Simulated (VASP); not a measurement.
# RePd with RPBE: from relaxation to properties, part 2 of 4

What structure does RePd take at this level, and what are its properties? The cell is invented: it takes the structure of a Materials Project entry for ReOs (space group 187 there), with some of its atoms replaced by other elements, volume scaled by an estimate. It may not be a known or stable phase. The atoms of the start are displaced at random from the sites of a P-6m2 cell.

VASP 6.6.1, plane waves and PAW; the level of theory is named at each step.

Still holding for the runs below: This run has no spin polarisation. Its electron count is odd, so without a moment it is a metal by construction. The k-mesh is coarse for a metal.

So far. Step 2 (Relaxing cell and atoms (RPBE)): It ends with a largest force of 0.006 eV/Å and a pressure of -0.05 GPa.

## 3. Second relaxation

Level of this step: RPBE; plane waves and PAW (Re, Pd); invented cell (VASP).

The basis stayed that of the start cell while the cell moved. A rerun from the cell reached resets it; the error of the finite cutoff stays. The mesh changes with the cell too.

INCAR

```
SYSTEM = RePd
PREC = Accurate
ENCUT = 400
EDIFF = 1E-06
NELM = 100
ISMEAR = 1
SIGMA = 0.2
LREAL = .FALSE.
ALGO = Normal
GGA = RP
LORBIT = 11
LWAVE = .FALSE.
LCHARG = .FALSE.
IBRION = 2
NSW = 60
ISIF = 3
EDIFFG = -0.01
```

POSCAR

```
RePd
1.0
    2.7566938500      0.0000000000      0.0000000000
   -1.3783469300      2.3873669100      0.0000000000
    0.0000000000      0.0000000000      4.5640746300
Re Pd
1 1
Direct
    0.0000000000      0.0000000000      0.0000000000
    0.3333333330      0.6666666670      0.5000000000
```

KPOINTS

```
Automatic mesh
0
Gamma
8 8 4
0 0 0
```

Potentials, in the order of the species: Re and Pd (PBE family, release 64).

The cell reached was symmetrised within 0.01 Å before this step, which raises the operations from 1 to 12, which the run then keeps.

Run with:

```sh
$ mpirun -np 1 vasp_std
```

The program printed:

```text
[banner, memory and clock lines left out]
running    1 mpi-ranks, on    1 nodes
 distrk:  each k-point on    1 cores,    1 groups
 distr:  one band on    1 cores,    1 groups

 POSCAR found type information on POSCAR RePd
 POSCAR found :  2 types and       2 ions
 [... a notice as in an earlier step ...]

 LDA part: xc-table for (Slater+PW92), standard interpolation
 POSCAR, INCAR and KPOINTS ok, starting setup
 FFT: planning ... GRIDC
 FFT: planning ... GRID_SOFT
 FFT: planning ... GRID
 WAVECAR not read
 entering main loop
       N       E                     dE             d eps       ncg     rms          rms(c)
DAV:   1     0.516804518023E+02    0.51680E+02   -0.73473E+03  1224   0.133E+03
DAV:   2    -0.159783851538E+02   -0.67659E+02   -0.61036E+02  1124   0.295E+02
DAV:   3    -0.172904908708E+02   -0.13121E+01   -0.12920E+01  1164   0.507E+01
DAV:   4    -0.172987270445E+02   -0.82362E-02   -0.81375E-02   920   0.260E+00
DAV:   5    -0.172990710404E+02   -0.34400E-03   -0.34398E-03  1168   0.596E-01    0.246E+01
DAV:   6    -0.163770905594E+02    0.92198E+00   -0.13960E+00  1168   0.283E+01    0.888E+00
DAV:   7    -0.161903772581E+02    0.18671E+00   -0.42330E-01  1180   0.171E+01    0.152E+00
DAV:   8    -0.161831806956E+02    0.71966E-02   -0.21576E-02  1068   0.530E+00    0.942E-01
DAV:   9    -0.161769414388E+02    0.62393E-02   -0.15108E-02  1184   0.374E+00    0.159E-01
DAV:  10    -0.161768653875E+02    0.76051E-04   -0.75183E-04  1072   0.326E-01    0.920E-02
DAV:  11    -0.161768613119E+02    0.40756E-05   -0.96754E-05  1152   0.129E-01    0.151E-02
DAV:  12    -0.161768645032E+02   -0.31913E-05   -0.68125E-06   900   0.472E-02    0.819E-03
DAV:  13    -0.161768635055E+02    0.99772E-06   -0.46295E-07   412   0.113E-02
   1 F= -.16176864E+02 E0= -.16177681E+02  d E =-.161769E+02
 curvature:   0.00 expect dE= 0.000E+00 dE for cont linesearch  0.000E+00
 trial: gam= 0.00000 g(F)=  0.992E-48 g(S)=  0.120E-02 ort = 0.000E+00 (trialstep = 0.100E+01)
 search vector abs. value=  0.120E-02
 bond charge predicted
       N       E                     dE             d eps       ncg     rms          rms(c)
DAV:   1    -0.161800814429E+02   -0.32169E-02   -0.18071E-01  1096   0.109E+01    0.338E-01
DAV:   2    -0.161785934961E+02    0.14879E-02   -0.61219E-03  1180   0.183E+00    0.269E-01
DAV:   3    -0.161775685497E+02    0.10249E-02   -0.24621E-03  1140   0.183E+00    0.114E-01
DAV:   4    -0.161771810327E+02    0.38752E-03   -0.70547E-04  1116   0.348E-01    0.487E-02
DAV:   5    -0.161771737376E+02    0.72951E-05   -0.44585E-05  1152   0.137E-01    0.114E-02
DAV:   6    -0.161771727161E+02    0.10215E-05   -0.16020E-06   512   0.545E-02    0.668E-03
DAV:   7    -0.161771729463E+02   -0.23023E-06   -0.66880E-07   392   0.148E-02
   2 F= -.16177173E+02 E0= -.16177687E+02  d E =-.309441E-03
 trial-energy change:   -0.000309  1 .order   -0.000290   -0.001202    0.000621
 step:   0.6731(harm=  0.6594)  dis= 0.00000  next Energy=   -16.177274 (dE=-0.410E-03)
 bond charge predicted
       N       E                     dE             d eps       ncg     rms          rms(c)
DAV:   1    -0.161775904641E+02   -0.41775E-03   -0.19404E-02  1092   0.363E+00    0.111E-01
DAV:   2    -0.161774300228E+02    0.16044E-03   -0.65235E-04  1180   0.594E-01    0.877E-02
DAV:   3    -0.161773272339E+02    0.10279E-03   -0.26145E-04  1140   0.590E-01    0.376E-02
DAV:   4    -0.161772828307E+02    0.44403E-04   -0.74430E-05  1116   0.114E-01    0.159E-02
DAV:   5    -0.161772819949E+02    0.83588E-06   -0.39153E-06   708   0.459E-02
   3 F= -.16177282E+02 E0= -.16177891E+02  d E =-.418489E-03
 curvature:  -0.33 expect dE=-0.641E-05 dE for cont linesearch -0.483E-06
 trial: gam= 0.05115 g(F)=  0.113E-47 g(S)=  0.195E-04 ort =-0.420E-04 (trialstep = 0.935E+00)
 search vector abs. value=  0.183E-04
 reached required accuracy - stopping structural energy minimisation
```

Run time: 7.2 s. Hardware: 1 MPI rank of Intel Xeon 6975P-C (Granite Rapids), shared host; peak memory 0.13 GiB.

OUTCAR, selected parts (step 3):

```text
  LATTYP: Found a hexagonal cell.
 ALAT       =     2.7566938500
 C/A-ratio  =     1.6556334792

 Subroutine GETGRP returns: Found 12 space group operations
 (whereof 12 operations were pure point group operations)

The static configuration has the point symmetry D_3h.

 Found     30 irreducible k-points:

   k-points           NKPTS =     30   k-points in BZ     NKDIM =     30   number of bands    NBANDS=     12

   ENCUT  =  400.0 eV  29.40 Ry    5.42 a.u.   4.50  4.50  7.44*2*pi/ulx,y,z

   NELECT =      17.0000    total number of electrons

 E-fermi :   9.1468

 k-point     1 :       0.0000    0.0000    0.0000
  band No.  band energies     occupation
    ...
      6       6.9350      2.00000
      7       6.9350      2.00000
      8       7.8354      2.00000
      9       7.8354      2.00000
     10       9.0967      1.40966
     11      10.9758     -0.00000
     12      10.9758     -0.00000

 k-point     2 :       0.1250    0.0000    0.0000
  band No.  band energies     occupation
    ...
      6       6.3445      2.00000
      7       6.7712      2.00000
      8       7.5123      2.00000
      9       8.1459      2.00000
     10       8.3908      2.00000
     11      10.9658     -0.00000
     12      12.6551     -0.00000

  Total       -0.0152277     -0.0152277     -0.0185364      0.0000000     -0.0000000      0.0000000
  in kB       -0.8113177     -0.8113177     -0.9876048      0.0000000     -0.0000000      0.0000000
  external PRESSURE =      -0.8700801 kB  Pullay stress =       0.0000000 kB

  energy-cutoff  :      400.00
  volume of cell :       30.07
      direct lattice vectors                 reciprocal lattice vectors
     2.753732374  0.000000000  0.000000000     0.363143496  0.209660995  0.000000000
    -1.376866192  2.384802196 -0.000000000    -0.000000000  0.419321989  0.000000000
     0.000000000  0.000000000  4.579091697    -0.000000000  0.000000000  0.218383921

 POSITION                                       TOTAL-FORCE (eV/Angst)
 -----------------------------------------------------------------------------------
      0.00000      0.00000      0.00000        -0.000000     -0.000000     -0.000000
     -0.00000      1.58987      2.28955         0.000000      0.000000      0.000000
 -----------------------------------------------------------------------------------
    total drift:                                0.000000     -0.000000     -0.000000

  FREE ENERGIE OF THE ION-ELECTRON SYSTEM (eV)
  ---------------------------------------------------
  free  energy   TOTEN  =       -16.1772819949 eV

  energy  without entropy=      -16.1791076034  energy(sigma->0) =      -16.17789053

 total charge
# of ion       s       p       d       tot
------------------------------------------
    1        0.597   0.570   4.645   5.813
    2        0.527   0.637   8.444   9.608
--------------------------------------------------
tot          1.124   1.207  13.089  15.421

[... 2 parts as in an earlier step ...]

[... 7 further parts left out ...]
```

CONTCAR:

```
RePd
   1.00000000000000
     2.7537323737357684    0.0000000000062024    0.0000000000000000
    -1.3768661918571412    2.3848021963018255   -0.0000000000000000
     0.0000000000000000    0.0000000000000000    4.5790916973334888
  Re              Pd
     1     1
Direct
     0.0000000000000000    0.0000000000000000    0.0000000000000000
     0.3333333329999988    0.6666666670000012    0.5000000000000000
```

The run keeps the 12 symmetry operations of its start, so it cannot find a distortion of lower symmetry.

The steps of the relaxation:

```csv
step,energy less that of the first step (eV),largest force (eV/Å),pressure (GPa),volume (Å³)
1,0.0000,0.0000,0.12,30.04
2,-0.0003,0.0000,-0.22,30.09
3,-0.0004,0.0000,-0.09,30.07
```

```csv
"conventional cell, symmetrised",before,after,change
a (Å),2.757,2.754,-0.1 %
b (Å),2.757,2.754,-0.1 %
c (Å),4.564,4.579,+0.3 %
volume (Å³/atom),15.02,15.04,+0.1 %
```

The relaxed structure:

```xyz
2
Lattice="2.7537 0.0000 0.0000 -1.3769 2.3848 0.0000 0.0000 0.0000 4.5791" Properties=species:S:1:pos:R:3 pbc="T T T"
Re    0.0000    0.0000    0.0000
Pd    0.0000    1.5899    2.2895
```

Numbers from this step:

```
irreducible k-points            : 30
symmetry operations             : 12
Fermi energy                    : 9.147 eV
pressure                        : -0.08701 GPa
SCF cycles over all ionic steps : 25
```

It ends with forces that vanish by symmetry and a pressure of -0.09 GPa. The volume moved by only 0.11 %, so the volume is settled.

## 4. Single point with fields (RPBE)

The relaxed cell gets a fresh self-consistent run, on a basis set for its own volume, to fix the density and to check the remaining stress.

INCAR: that of step 3 with these lines changed.

```diff
@@ -12,6 +12,5 @@
 LWAVE = .FALSE.
-LCHARG = .FALSE.
-IBRION = 2
-NSW = 60
-ISIF = 3
-EDIFFG = -0.01
+LCHARG = .TRUE.
+ISIF = 2
+LELF = .TRUE.
+LVHAR = .TRUE.
```

POSCAR

```
RePd
1.0
    2.7537323737      0.0000000000      0.0000000000
   -1.3768661919      2.3848021963      0.0000000000
    0.0000000000      0.0000000000      4.5790916973
Re Pd
1 1
Direct
    0.0000000000      0.0000000000      0.0000000000
    0.3333333330      0.6666666670      0.5000000000
```

KPOINTS is that of step 3.

Run with:

```sh
$ mpirun -np 1 vasp_std
```

The program printed:

```text
[... set-up lines as in an earlier step ...]
 entering main loop
       N       E                     dE             d eps       ncg     rms          rms(c)
DAV:   1     0.483488827168E+02    0.48349E+02   -0.72622E+03  1224   0.131E+03
DAV:   2    -0.161190061499E+02   -0.64468E+02   -0.58095E+02  1108   0.287E+02
DAV:   3    -0.172906892990E+02   -0.11717E+01   -0.11525E+01  1164   0.484E+01
DAV:   4    -0.172988810415E+02   -0.81917E-02   -0.81986E-02   936   0.295E+00
DAV:   5    -0.172992833790E+02   -0.40234E-03   -0.40231E-03  1096   0.560E-01    0.246E+01
DAV:   6    -0.163770986254E+02    0.92218E+00   -0.13926E+00  1168   0.286E+01    0.884E+00
DAV:   7    -0.161901890571E+02    0.18691E+00   -0.42128E-01  1180   0.162E+01    0.156E+00
DAV:   8    -0.161784550314E+02    0.11734E-01   -0.15385E-02  1096   0.270E+00    0.364E-01
DAV:   9    -0.161778732396E+02    0.58179E-03   -0.64493E-03  1180   0.270E+00    0.251E-01
DAV:  10    -0.161773230915E+02    0.55015E-03   -0.10371E-03  1172   0.950E-01    0.863E-02
DAV:  11    -0.161773331142E+02   -0.10023E-04   -0.13667E-04  1112   0.126E-01    0.149E-02
DAV:  12    -0.161773358432E+02   -0.27290E-05   -0.11024E-05   976   0.648E-02    0.101E-02
DAV:  13    -0.161773345680E+02    0.12752E-05   -0.11249E-06   396   0.174E-02    0.201E-03
DAV:  14    -0.161773344545E+02    0.11356E-06   -0.27543E-07   400   0.243E-02
   1 F= -.16177334E+02 E0= -.16177944E+02  d E =0.182987E-02
```

Elapsed: 4.2 s, on 1 MPI rank; peak memory 0.13 GiB.

Parts of OUTCAR (step 4):

```text
  LATTYP: Found a hexagonal cell.
 ALAT       =     2.7537323737
 C/A-ratio  =     1.6628673654

The static configuration has the point symmetry D_3h.

 Found     30 irreducible k-points:

   ENCUT  =  400.0 eV  29.40 Ry    5.42 a.u.   4.49  4.49  7.47*2*pi/ulx,y,z

   NELECT =      17.0000    total number of electrons

 E-fermi :   9.1467

 k-point     1 :       0.0000    0.0000    0.0000
  band No.  band energies     occupation
    ...
      6       6.9351      2.00000
      7       6.9351      2.00000
      8       7.8350      2.00000
      9       7.8350      2.00000
     10       9.0967      1.40860
     11      10.9756     -0.00000
     12      10.9756     -0.00000

 k-point     2 :       0.1250    0.0000    0.0000
  band No.  band energies     occupation
    ...
      6       6.3444      2.00000
      7       6.7713      2.00000
      8       7.5120      2.00000
      9       8.1459      2.00000
     10       8.3904      2.00000
     11      10.9655     -0.00000
     12      12.6550     -0.00000

  Total       -0.0220647     -0.0220647     -0.0194841      0.0000000      0.0000000      0.0000000
  in kB       -1.1755860     -1.1755860     -1.0380973      0.0000000      0.0000000      0.0000000
  external PRESSURE =      -1.1297564 kB  Pullay stress =       0.0000000 kB

  energy-cutoff  :      400.00
  volume of cell :       30.07
      direct lattice vectors                 reciprocal lattice vectors
     2.753732374  0.000000000  0.000000000     0.363143496  0.209660995  0.000000000
    -1.376866192  2.384802196  0.000000000     0.000000000  0.419321989  0.000000000
     0.000000000  0.000000000  4.579091697     0.000000000  0.000000000  0.218383921

 POSITION                                       TOTAL-FORCE (eV/Angst)
 -----------------------------------------------------------------------------------
      0.00000      0.00000      0.00000         0.000000     -0.000000      0.000000
     -0.00000      1.58987      2.28955        -0.000000      0.000000      0.000000
 -----------------------------------------------------------------------------------
    total drift:                                0.000000     -0.000000     -0.000000

  FREE ENERGIE OF THE ION-ELECTRON SYSTEM (eV)
  ---------------------------------------------------
  free  energy   TOTEN  =       -16.1773344545 eV

  energy  without entropy=      -16.1791643246  energy(sigma->0) =      -16.17794441

[... 5 parts as in an earlier step ...]

[... 6 further parts left out ...]
```

This step gave:

* SCF cycles: 14
* pressure: -0.1130 GPa

Valence electrons inside each PAW sphere by angular momentum. Sphere charges, by row:

```csv
atom,s (e),p (e),d (e),tot (e)
Re1,0.597,0.57,4.645,5.813
Pd2,0.527,0.637,8.444,9.608
```

Electrostatic potential energy in the ac plane at fractional y = 0.000, with atoms of Re within 0.2 Å of it. With pseudopotentials it is smooth inside the atoms' cores, unlike the true potential.

Values in eV, 23 rows by 14 columns:
```
-32 -32 -31 -25 -18 -11  -5  -3  -5 -11 -18 -25 -31 -32
-32 -31 -28 -22 -16  -9  -4  -2  -4  -9 -16 -22 -28 -31
-26 -25 -22 -18 -12  -6  -2  -1  -2  -6 -12 -18 -22 -25
-19 -18 -16 -12  -7  -3   0   0   0  -3  -7 -12 -16 -18
-12 -11  -9  -6  -3  -1   1   1   1  -1  -3  -6  -9 -11
 -5  -4  -3  -2  -1   0   0   0   0   0  -1  -2  -3  -4
 -1   0   0   0   0   0   0   0   0   0   0   0   0   0
  1   1   1   0  -1  -2  -5  -6  -5  -2  -1   0   1   1
  1   1   0   0  -3  -9 -15 -17 -15 -10  -3   0   0   1
  1   1   0  -2  -8 -17 -23 -26 -23 -17  -8  -1   0   1
  1   1   0  -3 -11 -21 -29 -31 -29 -21 -11  -3   0   1
  1   1   0  -3 -11 -21 -29 -31 -29 -21 -11  -3   0   1
  1   1   0  -2  -8 -17 -23 -26 -23 -17  -8  -1   0   1
  1   1   0   0  -3  -9 -15 -17 -15 -10  -3   0   0   1
  1   1   1   0  -1  -2  -5  -6  -5  -2  -1   0   1   1
 -1   0   0   0   0   0   0   0   0   0   0   0   0   0
 -5  -4  -3  -2  -1   0   0   0   0   0  -1  -2  -3  -4
-12 -11  -9  -6  -3  -1   1   1   1  -1  -3  -6  -9 -11
-19 -18 -16 -12  -7  -3   0   0   0  -3  -7 -12 -16 -18
-26 -25 -22 -18 -12  -6  -2  -1  -2  -6 -12 -18 -22 -25
-32 -31 -28 -22 -16  -9  -4  -2  -4  -9 -16 -22 -28 -31
-32 -32 -31 -25 -18 -11  -5  -3  -5 -11 -18 -25 -31 -32
-32 -32 -32 -26 -19 -12  -6  -3  -6 -12 -19 -26 -32 -32
```
Columns run along a (2.8 Å; values clipped at the 3rd and 97th percentile), rows up along c (4.6 Å). Atoms in or near the plane, at fractional coordinates: Re at (0.00, 0.00).

ELF in the ac plane at fractional y = 0.000, with atoms of Re within 0.2 Å of it. It is the smooth field of the valence electrons, not physical close to the nuclei.

Values, 23 rows by 14 columns:
```
0.00 0.00 0.01 0.07 0.23 0.35 0.41 0.46 0.41 0.35 0.23 0.07 0.01 0.00
0.01 0.01 0.03 0.10 0.22 0.31 0.39 0.44 0.39 0.31 0.22 0.10 0.03 0.01
0.08 0.08 0.10 0.16 0.23 0.28 0.36 0.42 0.36 0.28 0.23 0.16 0.10 0.08
0.24 0.24 0.23 0.23 0.25 0.29 0.35 0.39 0.35 0.29 0.25 0.23 0.23 0.24
0.33 0.32 0.29 0.28 0.29 0.32 0.34 0.34 0.34 0.32 0.29 0.28 0.29 0.32
0.31 0.31 0.31 0.33 0.33 0.31 0.28 0.26 0.28 0.31 0.33 0.33 0.31 0.31
0.31 0.31 0.33 0.33 0.30 0.26 0.23 0.21 0.23 0.26 0.30 0.33 0.33 0.31
0.29 0.30 0.29 0.27 0.25 0.24 0.24 0.23 0.24 0.24 0.25 0.27 0.29 0.30
0.26 0.26 0.24 0.23 0.25 0.26 0.26 0.25 0.26 0.26 0.25 0.23 0.24 0.26
0.23 0.23 0.21 0.23 0.27 0.28 0.26 0.25 0.26 0.28 0.27 0.23 0.21 0.23
0.22 0.21 0.20 0.23 0.27 0.28 0.25 0.24 0.25 0.28 0.27 0.23 0.20 0.21
0.22 0.21 0.20 0.23 0.27 0.28 0.25 0.24 0.25 0.28 0.27 0.23 0.20 0.21
0.23 0.23 0.21 0.23 0.27 0.28 0.26 0.25 0.26 0.28 0.27 0.23 0.21 0.23
0.26 0.26 0.24 0.23 0.25 0.26 0.26 0.25 0.26 0.26 0.25 0.23 0.24 0.26
0.29 0.30 0.29 0.27 0.25 0.24 0.24 0.23 0.24 0.24 0.25 0.27 0.29 0.30
0.31 0.31 0.33 0.33 0.30 0.26 0.23 0.21 0.23 0.26 0.30 0.33 0.33 0.31
0.31 0.31 0.31 0.33 0.33 0.31 0.28 0.26 0.28 0.31 0.33 0.33 0.31 0.31
0.33 0.32 0.29 0.28 0.29 0.32 0.34 0.34 0.34 0.32 0.29 0.28 0.29 0.32
0.24 0.24 0.23 0.23 0.25 0.29 0.35 0.39 0.35 0.29 0.25 0.23 0.23 0.24
0.08 0.08 0.10 0.16 0.23 0.28 0.36 0.42 0.36 0.28 0.23 0.16 0.10 0.08
0.01 0.01 0.03 0.10 0.22 0.31 0.39 0.44 0.39 0.31 0.22 0.10 0.03 0.01
0.00 0.00 0.01 0.07 0.23 0.35 0.41 0.46 0.41 0.35 0.23 0.07 0.01 0.00
0.35 0.00 0.01 0.07 0.23 0.37 0.43 0.47 0.43 0.37 0.23 0.07 0.01 0.00
```
Columns run along a (2.8 Å), rows up along c (4.6 Å). Atoms in or near the plane, at fractional coordinates: Re at (0.00, 0.00).

Valence density in the ac plane at fractional y = 0.000, with atoms of Re within 0.2 Å of it. It is the smooth field of the valence electrons, not physical close to the nuclei.

Values in e/Å³, 23 rows by 14 columns:
```
1.2 1.1 1.0 0.9 0.7 0.5 0.4 0.4 0.4 0.5 0.7 0.9 1.0 1.1
1.1 1.0 0.8 0.7 0.6 0.5 0.4 0.4 0.4 0.5 0.6 0.7 0.8 1.0
0.9 0.9 0.7 0.6 0.5 0.4 0.3 0.3 0.3 0.4 0.5 0.6 0.7 0.9
0.8 0.7 0.6 0.5 0.4 0.3 0.3 0.3 0.3 0.3 0.4 0.5 0.6 0.7
0.5 0.5 0.4 0.4 0.3 0.3 0.3 0.3 0.3 0.3 0.3 0.4 0.4 0.5
0.3 0.3 0.3 0.3 0.3 0.3 0.3 0.3 0.3 0.3 0.3 0.3 0.3 0.3
0.3 0.3 0.3 0.3 0.3 0.3 0.3 0.3 0.3 0.3 0.3 0.3 0.3 0.3
0.2 0.2 0.3 0.3 0.3 0.4 0.4 0.4 0.4 0.4 0.3 0.3 0.3 0.2
0.2 0.2 0.3 0.3 0.4 0.5 0.6 0.7 0.6 0.5 0.4 0.3 0.3 0.2
0.2 0.2 0.3 0.4 0.5 0.7 0.9 1.0 0.9 0.7 0.5 0.4 0.3 0.2
0.2 0.2 0.3 0.4 0.6 0.8 1.1 1.2 1.1 0.8 0.6 0.4 0.3 0.2
0.2 0.2 0.3 0.4 0.6 0.8 1.1 1.2 1.1 0.8 0.6 0.4 0.3 0.2
0.2 0.2 0.3 0.4 0.5 0.7 0.9 1.0 0.9 0.7 0.5 0.4 0.3 0.2
0.2 0.2 0.3 0.3 0.4 0.5 0.6 0.7 0.6 0.5 0.4 0.3 0.3 0.2
0.2 0.2 0.3 0.3 0.3 0.4 0.4 0.4 0.4 0.4 0.3 0.3 0.3 0.2
0.3 0.3 0.3 0.3 0.3 0.3 0.3 0.3 0.3 0.3 0.3 0.3 0.3 0.3
0.3 0.3 0.3 0.3 0.3 0.3 0.3 0.3 0.3 0.3 0.3 0.3 0.3 0.3
0.5 0.5 0.4 0.4 0.3 0.3 0.3 0.3 0.3 0.3 0.3 0.4 0.4 0.5
0.8 0.7 0.6 0.5 0.4 0.3 0.3 0.3 0.3 0.3 0.4 0.5 0.6 0.7
0.9 0.9 0.7 0.6 0.5 0.4 0.3 0.3 0.3 0.4 0.5 0.6 0.7 0.9
1.1 1.0 0.8 0.7 0.6 0.5 0.4 0.4 0.4 0.5 0.6 0.7 0.8 1.0
1.2 1.1 1.0 0.9 0.7 0.5 0.4 0.4 0.4 0.5 0.7 0.9 1.0 1.1
1.4 1.2 1.0 0.9 0.8 0.6 0.4 0.4 0.4 0.6 0.8 0.9 1.0 1.2
```
Columns run along a (2.8 Å), rows up along c (4.6 Å). Atoms in or near the plane, at fractional coordinates: Re at (0.00, 0.00).

In this run the pressure is -0.11 GPa, small enough to go on; single stress components reach 0.12 GPa.

(Continued in part 3 of 4.)

[Lines on the potential files, build, host, timing and source positions are cut from VASP's logs without a mark.]

[Logs are printed without paths, hosts, clocks, repeated set-up lines and the standing remarks that a program may print on its own settings, such as how far it seeks lower states.]

[Hosts, paths, dates, database ids (printed as entryN), source tags and the programs' standing remarks are cut or masked in the printed files.]

[A measured line is paired with the nearest computed mode of its activity, which favours agreement.]

[In band tables of VASP the shares of atoms and orbitals are scaled to a sum of 1 inside the atoms' spheres.]
